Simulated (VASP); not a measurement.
A run of VASP 6.6.1 is set up as follows.

Contents of INCAR:

```
SYSTEM = Ir
ALGO = Normal ; DIPOL = 0.5 0.5 0.294
EDIFF = 1E-6 ; EDIFFG = -0.02
ENCUT = 520 ; GGA = PE
IBRION = 2 ; IDIPOL = 3
ISIF = 2 ; ISMEAR = -1
LASPH = .TRUE. ; LCHARG = .FALSE.
LDIPOL = .TRUE. ; LREAL = .FALSE.
LWAVE = .FALSE. ; NBANDS = 16
NELM = 100 ; NSW = 40
PREC = Accurate ; SIGMA = 0.05
```

File KPOINTS:

```
k-points
0
G
  11 11 1
  0 0 0
```

POSCAR

```
Ir
1.0
    2.4518400000      0.0000000000      0.0000000000
    0.0000000000      2.4518400000      0.0000000000
    0.0000000000      0.0000000000     23.8000000000
Ir
1
Selective dynamics
Direct
    0.0000000000      0.0000000000      0.2941200000  F F F
```

Potentials or basis: VASP PAW PBE potentials, release 64 (Ir).

Run with:

```bash
$ cat potpaw_PBE.64/Ir/POTCAR > POTCAR
$ mpirun -np 1 vasp_std > vasp.out
```

**Question.** Estimate the band gap on the k mesh.

**Answer.** None (metal or under the smearing width).

Final structure:
```yaml
crystal:
  lattice:
    - [2.45184, 0.00000, 0.00000]
    - [0.00000, 2.45184, 0.00000]
    - [0.00000, 0.00000, 23.80000]
  atoms:
    - { symbol: Ir, position: [0.00000, 0.00000, 0.29412] }
```

Caveat: the relaxation stopped at its first step, so nothing moved. Spin-orbit coupling is left out, which matters for the levels of Ir.
